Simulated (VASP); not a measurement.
A run of VASP 6.6.1:

INCAR

```
PREC     = Accurate       # precision mode
ENCUT    = 520            # plane-wave cutoff, eV
EDIFF    = 1E-8           # SCF threshold, eV
ISMEAR   = -1             # smearing method
SIGMA    = 0.02           # smearing width, eV
LREAL    = False          # projectors in reciprocal space
LASPH    = True           # aspherical terms in the spheres
NELM     = 80             # most SCF steps
ALGO     = Normal         # electronic algorithm
ISIF     = 2              # what is computed and relaxed
LWAVE    = False          # write WAVECAR
LCHARG   = False          # write CHGCAR
GGA      = PE             # functional
LEFG     = True         
NBANDS   = 20             # bands
```

File KPOINTS:

```
regular mesh
0
Gamma
  8 8 5
```

The input POSCAR:

```
SnSe2
1.0
    3.8109987816      0.0000000000      0.0000000000
   -1.9054993908      3.3004217586      0.0000000000
    0.0000000000      0.0000000000      6.1370000000
Sn Se
1 2
Direct
    0.0000000000      0.0000000000      0.0000000000
    0.3333333333      0.6666666667      0.2500000000
    0.6666666667      0.3333333333      0.7500000000
```

Potentials or basis: VASP PAW PBE potentials, release 64 (Sn_d, Se).

Command:

```console
$ cat potpaw_PBE.64/Sn_d/POTCAR potpaw_PBE.64/Se/POTCAR > POTCAR
$ mpirun -np 1 vasp_std > vasp.out
```

Hardware: 1 thread of Intel(R) Xeon(R) 6975P-C (Granite Rapids) (shared host).

Question: Estimate the wall time of this run.

Answer: Run time: 27 s on 1 thread of Intel(R) Xeon(R) 6975P-C (Granite Rapids), on a shared host, peak memory 0.22 GiB. Counts: scf iterations 17, k points 40.
